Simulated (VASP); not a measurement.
Output of a VASP run:

**OUTCAR**
```
 ion  position               nearest neighbor table
   1  0.000  0.000  0.000-
  LATTYP: Found a face centered cubic cell.
 ALAT       =     3.8000000000
 Subroutine PRICEL returns:
 Original cell was already a primitive cell.
 Subroutine GETGRP returns: Found 48 space group operations
The static configuration has the point symmetry O_h .
The dynamic configuration has the point symmetry O_h .
The overall configuration has the point symmetry O_h .
 Subroutine INISYM returns: Found 48 space group operations
 Subroutine IBZKPT returns following result:
 Found    120 irreducible k-points:

 Following reciprocal coordinates:
            Coordinates               Weight
  0.000000  0.000000  0.000000      1.000000
  0.066667  0.000000  0.000000      8.000000
  0.133333  0.000000  0.000000      8.000000
  0.200000  0.000000  0.000000      8.000000
  0.266667  0.000000  0.000000      8.000000
  0.333333  0.000000  0.000000      8.000000
  0.400000  0.000000  0.000000      8.000000
  0.466667  0.000000  0.000000      8.000000
  0.066667  0.066667  0.000000      6.000000
  0.133333  0.066667  0.000000     24.000000
  0.200000  0.066667  0.000000     24.000000
  0.266667  0.066667  0.000000     24.000000
  0.333333  0.066667  0.000000     24.000000
  0.400000  0.066667  0.000000     24.000000
  0.466667  0.066667  0.000000     24.000000
 -0.466667  0.066667  0.000000     24.000000
 -0.400000  0.066667  0.000000     24.000000
 -0.333333  0.066667  0.000000     24.000000
 -0.266667  0.066667  0.000000     24.000000
 -0.200000  0.066667  0.000000     24.000000
 -0.133333  0.066667  0.000000     24.000000
 -0.066667  0.066667  0.000000     12.000000
  0.133333  0.133333  0.000000      6.000000
  0.200000  0.133333  0.000000     24.000000
  0.266667  0.133333  0.000000     24.000000
  0.333333  0.133333  0.000000     24.000000
  0.400000  0.133333  0.000000     24.000000
  0.466667  0.133333  0.000000     24.000000
 -0.466667  0.133333  0.000000     24.000000
 -0.400000  0.133333  0.000000     24.000000
 -0.333333  0.133333  0.000000     24.000000
 -0.266667  0.133333  0.000000     24.000000
 -0.200000  0.133333  0.000000     24.000000
 -0.133333  0.133333  0.000000     12.000000
  0.200000  0.200000  0.000000      6.000000
  0.266667  0.200000  0.000000     24.000000
  0.333333  0.200000  0.000000     24.000000
  0.400000  0.200000  0.000000     24.000000
  0.466667  0.200000  0.000000     24.000000
 -0.466667  0.200000  0.000000     24.000000
   k-points           NKPTS =    120   k-points in BZ     NKDIM =    120   number of bands    NBANDS=     22
   number of dos      NEDOS =    301   number of ions     NIONS =      1
   total plane-waves  NPLWV =   5832
   dimension x,y,z NGX =    18 NGY =   18 NGZ =   18
   dimension x,y,z NGXF=    36 NGYF=   36 NGZF=   36
   ions per type =               1
   PREC   = accura    normal or accurate (medium, high low for compatibility)
   ISTART =      0    job   : 0-new  1-cont  2-samecut
   ICHARG =      2    charge: 1-file 2-atom 10-const
   ISPIN  =      1    spin polarized calculation?
   LNONCOLLINEAR =      T non collinear calculations
   LSORBIT =      T    spin-orbit coupling
   INIWAV =      1    electr: 0-lowe 1-rand  2-diag
   ENCUT  =  400.0 eV  29.40 Ry    5.42 a.u.   4.38  4.38  4.38*2*pi/ulx,y,z
   NELM   =    100;   NELMIN=  2; NELMDL= -5     # of ELM steps
   EDIFF  = 0.1E-05   stopping-criterion for ELM
   LREAL  =      F    real-space projection
   NLSPLINE    = F    spline interpolate recip. space projectors
   LMAXMIX     =    4 max onsite mixed and CHGCAR
   VOSKOWN=      0    Vosko Wilk Nusair interpolation
   EDIFFG = 0.1E-04   stopping-criterion for IOM
   NSW    =      0    number of steps for IOM
   NBLOCK =      1;   KBLOCK =      1    inner block; outer block
   IBRION =     -1    ionic relax: 0-MD 1-quasi-New 2-CG
...
```

OSZICAR:
```
       N       E                     dE             d eps       ncg     rms          rms(c)
DAV:   1     0.124936934144E+03    0.12494E+03   -0.80306E+03  5366   0.133E+03
DAV:   2    -0.259509922726E+02   -0.15089E+03   -0.14535E+03  5442   0.435E+02
DAV:   3    -0.292440259851E+02   -0.32930E+01   -0.32795E+01  6288   0.733E+01
DAV:   4    -0.292701152903E+02   -0.26089E-01   -0.26085E-01  6228   0.644E+00
DAV:   5    -0.292706234364E+02   -0.50815E-03   -0.50813E-03  6272   0.818E-01    0.129E+01
DAV:   6    -0.240208108921E+02    0.52498E+01   -0.63920E+00  5616   0.383E+01    0.333E+00
DAV:   7    -0.242790585532E+02   -0.25825E+00   -0.51774E-01  5472   0.111E+01    0.242E+00
DAV:   8    -0.242861359404E+02   -0.70774E-02   -0.36370E-02  5790   0.256E+00    0.840E-01
DAV:   9    -0.242887706274E+02   -0.26347E-02   -0.10138E-02  5844   0.128E+00    0.255E-01
DAV:  10    -0.242889366900E+02   -0.16606E-03   -0.54648E-04  6246   0.307E-01    0.130E-01
DAV:  11    -0.242888086820E+02    0.12801E-03   -0.73484E-04  5952   0.383E-01    0.457E-02
DAV:  12    -0.242888191652E+02   -0.10483E-04   -0.12029E-04  6030   0.133E-01    0.402E-02
DAV:  13    -0.242888307941E+02   -0.11629E-04   -0.77212E-05  5802   0.136E-01    0.632E-03
DAV:  14    -0.242888385357E+02   -0.77415E-05   -0.45471E-06  6092   0.208E-02    0.195E-03
DAV:  15    -0.242888390967E+02   -0.56107E-06   -0.30917E-07  4076   0.544E-03
   1 F= -.24288839E+02 E0= -.24288000E+02  d E =-.167768E-02  mag=     0.0000     0.0000    -0.0000
       N       E                     dE             ncg
```

OUTCAR:
```
------------------------ aborting loop because EDIFF is reached ----------------------------------------
  FORCE on cell =-STRESS in cart. coord.  units (eV):
  Direction    XX          YY          ZZ          XY          YZ          ZX
  --------------------------------------------------------------------------------------
  Total        0.0343048      0.0343048      0.0343048      0.0000000      0.0000000     -0.0000000
  in kB        4.0065886      4.0065886      4.0065886      0.0000000      0.0000000     -0.0000000
  external PRESSURE =       4.0065886 kB  Pullay stress =       0.0000000 kB
  volume of cell :       13.72
      direct lattice vectors                 reciprocal lattice vectors
     0.000000000  1.900000000  1.900000000    -0.263157895  0.263157895  0.263157895
     1.900000000  0.000000000  1.900000000     0.263157895 -0.263157895  0.263157895
     1.900000000  1.900000000  0.000000000     0.263157895  0.263157895 -0.263157895
 POSITION                                       TOTAL-FORCE (eV/Angst)
 -----------------------------------------------------------------------------------
      0.00000      0.00000      0.00000         0.000000      0.000000      0.000000
 -----------------------------------------------------------------------------------
    total drift:                                0.000000      0.000000      0.000000
  FREE ENERGIE OF THE ION-ELECTRON SYSTEM (eV)
  ---------------------------------------------------
  free  energy   TOTEN  =       -24.2888390967 eV

  energy  without entropy=      -24.2871614125  energy(sigma->0) =      -24.28800025

 Ion:    1  E_soc:     -0.3016243
```
(Selected blocks of OUTCAR.)

**POSCAR**
```
Rh
1
    0.0000000000     1.9000000000     1.9000000000
    1.9000000000     0.0000000000     1.9000000000
    1.9000000000     1.9000000000     0.0000000000
Rh
1
Direct
  0.0000000000   0.0000000000   0.0000000000
```

Task: Write an INCAR and KPOINTS that could have produced this output.

Result: Several could match; the one computed here: the input of the run itself, r2SCAN meta-GGA with spin-orbit coupling, plane waves, VASP's PBE PAW potentials (set 64).

KPOINTS:
```
Automatic mesh
0
Gamma
  15 15 15
```

INCAR:
```
# general
SYSTEM      =  Rh
PREC        =  Accurate
ENCUT       =  400
LREAL       =  .False.   # projection in real space or not
LASPH       =  .True.

# electronic loop
EDIFF       =  1E-6   # SCF stop (eV)
NELM        =  100   # most electronic steps
ALGO        =  Normal   # blocked Davidson
LMAXMIX     =  4   # l cut-off of mixed one-centre charges
LMIXTAU     =  .True.

# smearing
ISMEAR      =  0
SIGMA       =  0.05   # width (eV)

# functional
METAGGA     =  R2SCAN
GGA_COMPAT  =  .False.

# spin
MAGMOM      =  0 0 0
LSORBIT     =  .True.

# output
LWAVE       =  .False.
LCHARG      =  .False.
```

**KPOINTS_OPT**
```
k-points along high-symmetry lines
8
Line-mode
Reciprocal
  0.000000   0.000000   0.000000 ! GAMMA
  0.500000   0.000000   0.500000 ! X

  0.500000   0.000000   0.500000 ! X
  0.625000   0.250000   0.625000 ! U

  0.375000   0.375000   0.750000 ! K
  0.000000   0.000000   0.000000 ! GAMMA

  0.000000   0.000000   0.000000 ! GAMMA
  0.500000   0.500000   0.500000 ! L

  0.500000   0.500000   0.500000 ! L
  0.500000   0.250000   0.750000 ! W

  0.500000   0.250000   0.750000 ! W
  0.500000   0.000000   0.500000 ! X
```

POTCAR, in this order: Rh_pv (PBE.64 set). Program: vasp_ncl.

The compound is Rh in the fcc structure. The cell was not relaxed at this level.
